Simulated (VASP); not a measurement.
## CaSi6: single point with r2SCAN

CaSi6:

```xyz
7
Lattice="5.0060 0.0207 0.0342 0.0207 4.9383 0.0499 0.0342 0.0499 4.9676" Properties=species:S:1:pos:R:3 pbc="T T T"
Ca    2.5883    2.5001    2.4476
Si    0.2059    0.0179    1.4974
Si    4.9436    4.9880    3.6207
Si    1.7167    4.9317    4.9842
Si    3.6741    4.8723    0.2707
Si    4.9719    1.4475    4.9849
Si    0.1099    3.5681    0.1919
```

The cell was built by a generator and needn't be a form met in nature.

```yaml
Program: VASP 6.6.1
Task: single point
Functional: r2SCAN
Potentials_or_basis: VASP PAW PBE potentials, release 64 (Ca_sv, Si)
Cutoff: 520 eV
k_mesh: 4 × 4 × 4, shifted
Occupations: fermi-dirac, width 0.0869 eV
Spin: no spin polarisation
Dipole_correction: no
Further_INCAR_settings: ALGO = Normal; EDIFF = 1e-07; NBANDS = 26
```

* Pressure: 56.8 GPa
* Largest force: 14.624 eV/Å
* Band gap on the k mesh: none (metal or under the smearing width)

Forces in eV/Å, atoms in the order of the input:
```
Ca   -0.043  -0.019  -0.073
Si    2.921   2.444   9.668
Si    0.500  -1.400  -7.708
Si    3.411   1.538  -2.319
Si  -11.864  -0.212   2.131
Si    2.531  11.920   0.224
Si    2.544 -14.272  -1.924
```

Stress tensor (GPa, compression positive):
```
62.03  1.35 -1.06
 1.35 51.76  4.71
-1.06  4.71 56.68
```

Levels at points of the mesh, in eV from the Fermi level:
```tsv
k point	band 15	band 16	band 17	band 18	band 19	band 20
(0.12, 0.00, 0.00)	-1.20	-0.86	-0.55	-0.09	0.50	0.70
```

Wall time 3 min on 1 thread of Intel(R) Xeon(R) 6975P-C (Granite Rapids) (shared host), peak memory 0.3 GiB.

Caveat: a pressure of tens of GPa on the cell as given is suspect, and the run, the potentials or the cell itself is likely at fault; the PAW data sets were made with another functional, which shifts forces and pressure a little.
